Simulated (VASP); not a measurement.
All values below come from LDA (Ceperley-Alder, Perdew-Zunger), VASP's LDA PAW potentials (set 64) (plane waves; VASP).

Input for VASP

### POSCAR
```
InAs
4.2649290
  0.0000000000   0.7071068396   0.7071068396
  0.7071068396   0.0000000000   0.7071068396
  0.7071068396   0.7071068396   0.0000000000
In As
1 1
Cart
  1.0606602594   1.0606602594   1.0606602594
  0.0000000000   0.0000000000   0.0000000000
```

KPOINTS:
```
kpoints
0
G
  10 10 10
```

INCAR:
```
SYSTEM = InAs
PREC = Accurate; ENCUT = 530; LREAL = .FALSE.
LASPH = .TRUE.
EDIFF = 1E-7; NELM = 100; ALGO = Normal
LMAXMIX = 4
ISMEAR = 1; SIGMA = 0.1
IBRION = 6; NSW = 1; ISIF = 3
POTIM = 0.015; NFREE = 2
LWAVE = .FALSE.; LCHARG = .FALSE.
```

POTCAR, in this order: In_d As (LDA.64 set). Program: vasp_std.

Q: What will the output report for the number of irreducible k-points (NKPTS), number of bands (NBANDS), largest plane-wave count, number of space-group operations, FFT grid (NGX, NGY, NGZ)?

A: 
- number of irreducible k-points (NKPTS) = 47
- number of bands (NBANDS) = 13
- largest plane-wave count = 1533
- number of space-group operations = 24
- FFT grid (NGX, NGY, NGZ) = 32 × 32 × 32

The structure comes from a computed database's InAs entry (F-43m); how it stands against other phases isn't given here. It was relaxed first.
